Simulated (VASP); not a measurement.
Input:

```
CELL_PARAMETERS angstrom
      3.82291     0.00000     0.00000
      0.00000     3.82291     0.00000
      0.00000     0.00000     4.69006
ATOMIC_POSITIONS crystal
  Sn 0.50000 0.00000 0.75333
  Sn 0.00000 0.50000 0.24667
  O  0.50000 0.50000 0.00000
  O  0.00000 0.00000 0.00000
```

All values below come from vdW-DF-cx, VASP's PBE PAW potentials (set 64) (plane waves; VASP 6.6.1). Settings: 520 eV cut-off, 7×7×5 Γ-centred mesh, tetrahedra with Blöchl corrections, potentials Sn_d O.

The cores are frozen, which limits the accuracy of field gradients.

### Question
Give the principal components of the electric field gradient (V/Å²) and the asymmetry η at each nucleus.

### Answer

```csv
atom,Vxx,Vyy,Vzz,η
Sn1,81.2,81.2,-162.5,0.00
Sn2,81.2,81.2,-162.5,0.00
O3,-0.6,-0.6,1.1,0.00
O4,-0.6,-0.6,1.1,0.00
```

The compound is SnO in the litharge structure. It was relaxed first.
